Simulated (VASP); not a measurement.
Calculation: PBE GGA, VASP's PBE PAW potentials (set 64) (plane waves; VASP).

VASP input:

### POSCAR
```
TlNiI3
1
    5.3868010000     0.0000000000     0.0000000000
    0.0000000000     5.3868010000     0.0000000000
    0.0000000000     0.0000000000     5.3868010000
Tl Ni I
1 1 3
Direct
  0.0000000000   0.0000000000   0.0000000000
  0.5000000000   0.5000000000   0.5000000000
  0.0000000000   0.5000000000   0.5000000000
  0.5000000000   0.5000000000   0.0000000000
  0.5000000000   0.0000000000   0.5000000000
```

### KPOINTS
```
kpoints
0
G
 3 3 3
```

INCAR:
```
# general
SYSTEM   =  TlNiI3
PREC     =  Accurate
ENCUT    =  400   # plane-wave cut-off (eV)
LREAL    =  .False.   # projection in real space or not
LASPH    =  .True.   # aspherical one-centre terms

# electronic loop
EDIFF    =  1E-6   # SCF stop (eV)
NELM     =  100   # most electronic steps
ALGO     =  Normal   # blocked Davidson
LMAXMIX  =  4   # l cut-off of mixed one-centre charges

# smearing
ISMEAR   =  0   # Gaussian
SIGMA    =  0.05   # width (eV)

# functional
GGA      =  PE

# spin
ISPIN    =  2
MAGMOM   =  0.0 2.0 3*0.0

# ions
ISIF     =  2

# output
LWAVE    =  .False.
LCHARG   =  .False.
LORBIT   =  10
```

POTCAR, in this order: Tl_d Ni I (PBE.64 set). Program: vasp_std.

What VASP printed:

OSZICAR:
```
       N       E                     dE             d eps       ncg     rms          rms(c)
DAV:   1     0.255888565791E+03    0.25589E+03   -0.16113E+04   432   0.117E+03
DAV:   2     0.976293643752E+01   -0.24613E+03   -0.23972E+03   464   0.275E+02
DAV:   3    -0.132915988947E+02   -0.23055E+02   -0.22521E+02   511   0.820E+01
DAV:   4    -0.141113497203E+02   -0.81975E+00   -0.81765E+00   534   0.154E+01
DAV:   5    -0.141249316310E+02   -0.13582E-01   -0.13580E-01   497   0.232E+00    0.122E+01
DAV:   6    -0.175139035913E+02   -0.33890E+01   -0.66128E+01   550   0.701E+01    0.250E+01
DAV:   7    -0.134802829740E+02    0.40336E+01   -0.10693E+01   520   0.498E+01    0.890E+00
DAV:   8    -0.135780507766E+02   -0.97768E-01   -0.25694E+00   550   0.145E+01    0.361E+00
DAV:   9    -0.136329248592E+02   -0.54874E-01   -0.35104E-01   578   0.535E+00    0.194E+00
DAV:  10    -0.136415431287E+02   -0.86183E-02   -0.27482E-02   488   0.145E+00    0.117E+00
DAV:  11    -0.136439096275E+02   -0.23665E-02   -0.33294E-03   512   0.553E-01    0.688E-01
DAV:  12    -0.136436545084E+02    0.25512E-03   -0.25744E-03   510   0.663E-01    0.266E-01
DAV:  13    -0.136437894140E+02   -0.13491E-03   -0.14662E-03   592   0.357E-01    0.653E-02
DAV:  14    -0.136437848584E+02    0.45556E-05   -0.19911E-04   499   0.142E-01    0.531E-02
DAV:  15    -0.136438029564E+02   -0.18098E-04   -0.25066E-05   520   0.527E-02    0.177E-02
DAV:  16    -0.136438067061E+02   -0.37497E-05   -0.70163E-06   436   0.239E-02    0.836E-03
DAV:  17    -0.136438069528E+02   -0.24665E-06   -0.10355E-06   219   0.111E-02
   1 F= -.13643807E+02 E0= -.13641265E+02  d E =-.508361E-02  mag=    -0.0695
```

File OUTCAR:
```
------------------------ aborting loop because EDIFF is reached ----------------------------------------
  FORCE on cell =-STRESS in cart. coord.  units (eV):
  Direction    XX          YY          ZZ          XY          YZ          ZX
  --------------------------------------------------------------------------------------
  Total        0.5545744      0.5545744      0.5545744     -0.0000000      0.0000000     -0.0000000
  in kB        5.6843077      5.6843077      5.6843077     -0.0000000      0.0000000     -0.0000000
  external PRESSURE =       5.6843077 kB  Pullay stress =       0.0000000 kB
  volume of cell :      156.31
      direct lattice vectors                 reciprocal lattice vectors
     5.386801000  0.000000000  0.000000000     0.185638935  0.000000000  0.000000000
     0.000000000  5.386801000  0.000000000     0.000000000  0.185638935  0.000000000
     0.000000000  0.000000000  5.386801000     0.000000000  0.000000000  0.185638935
 POSITION                                       TOTAL-FORCE (eV/Angst)
 -----------------------------------------------------------------------------------
      0.00000      0.00000      0.00000         0.000000      0.000000      0.000000
      2.69340      2.69340      2.69340         0.000000      0.000000      0.000000
      0.00000      2.69340      2.69340         0.000000      0.000000      0.000000
      2.69340      2.69340      0.00000         0.000000      0.000000      0.000000
      2.69340      0.00000      2.69340         0.000000      0.000000      0.000000
 -----------------------------------------------------------------------------------
    total drift:                                0.000000      0.000000      0.000000
  FREE ENERGIE OF THE ION-ELECTRON SYSTEM (eV)
  ---------------------------------------------------
  free  energy   TOTEN  =       -13.6438069528 eV

  energy  without entropy=      -13.6387233472  energy(sigma->0) =      -13.64126515

 total charge

# of ion       s       p       d       tot
------------------------------------------
    1        1.298   0.115   9.666  11.078
    2        0.351   0.292   8.408   9.051
    3        1.519   2.737   0.029   4.285
    4        1.519   2.737   0.029   4.285
    5        1.519   2.737   0.029   4.285
--------------------------------------------------
tot          6.205   8.616  18.162  32.983

 magnetization (x)

# of ion       s       p       d       tot
------------------------------------------
    1        0.000   0.000   0.000   0.000
    2        0.000  -0.002  -0.047  -0.048
    3       -0.000  -0.005  -0.000  -0.005
    4       -0.000  -0.005  -0.000  -0.005
    5       -0.000  -0.005  -0.000  -0.005
--------------------------------------------------
tot         -0.001  -0.015  -0.047  -0.063
```
(Selected blocks of OUTCAR.)

The structure was generated: TlNiI3 was put into the cubic-perovskite type (Pm-3m), which need not be its known phase. The cell was not relaxed at this level. The k-mesh is coarse (spacing up to 0.39 per Å, 2π included), so the numbers may not be converged in it.
